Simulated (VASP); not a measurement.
An input for Ansatz (written as the equivalent of a VASP run, and not itself run):

Ansatz 0.2 input:
```yaml
crystal:
  lattice:
    - [1.7782386, -3.0799998, 0.0000000]
    - [1.7782386, 3.0799998, 0.0000000]
    - [0.0000000, 0.0000000, 4.6231323]
  atoms:
    - { symbol: Pt, position: [0.0000000, 1.0000000, 1.0000000] }
    - { symbol: S, position: [0.3333330, 0.6666670, 0.2569836] }
    - { symbol: S, position: [0.6666670, 0.3333330, 0.7430164] }
kpoints:
  mp_grid: { grid: [7, 7, 5] }
hamiltonian:
  xc: lda
  pseudopotentials: { kind: paw }
scf:
  occupations: { method: gaussian, width: 0.05 }
  max_iter: 100
relax:
  max_steps: 60
  f_tol: 0.02
  cell: {}
output: { forces: true, stress: true, eigenvalues: true }
```

**Question.** Translate this input to VASP (INCAR, KPOINTS, POSCAR, choice of POTCAR).

**Answer.** One answer among several that fit: 
**INCAR**
```
# general
SYSTEM  = PtS2
PREC    = Accurate
ENCUT   = 520
LREAL   = .False.
LASPH   = .True.

# electronic loop
EDIFF   = 1E-6
NELM    = 100
ALGO    = Normal
LMAXMIX = 6

# smearing
ISMEAR  = 0
SIGMA   = 0.05

# ions
IBRION  = 2
NSW     = 60
ISIF    = 3
EDIFFG  = -0.02

# output
LWAVE   = .False.
LCHARG  = .False.
```

File POSCAR:
```
PtS2
1
    1.7782386482    -3.0799997581     0.0000000000
    1.7782386482     3.0799997581    -0.0000000000
    0.0000000000    -0.0000000000     4.6231322526
Pt S
1 2
Direct
  0.0000000000   1.0000000000   1.0000000000
  0.3333330000   0.6666670000   0.2569835899
  0.6666670000   0.3333330000   0.7430164101
```

KPOINTS:
```
Automatic mesh
0
Gamma
7 7 5
0 0 0
```

POTCAR, in this order: Pt S (LDA.64 set). Program: vasp_std.

What does not carry over: each code has its own PAW files, so the cut-off isn't converted (ENCUT is set for VASP's; basis.ecutwfc is left out, and Ansatz then takes the one that its files recommend); Ansatz stops its SCF on the density residual and VASP on the energy change (EDIFF); Ansatz's lda is the Perdew-Wang form, while the LDA potentials of VASP carry Perdew-Zunger's.

The compound is PtS2 in the 1T layered structure. This run relaxes it. Symmetry was kept, so distortions that lower it aren't found. The start is the result of an earlier pass.
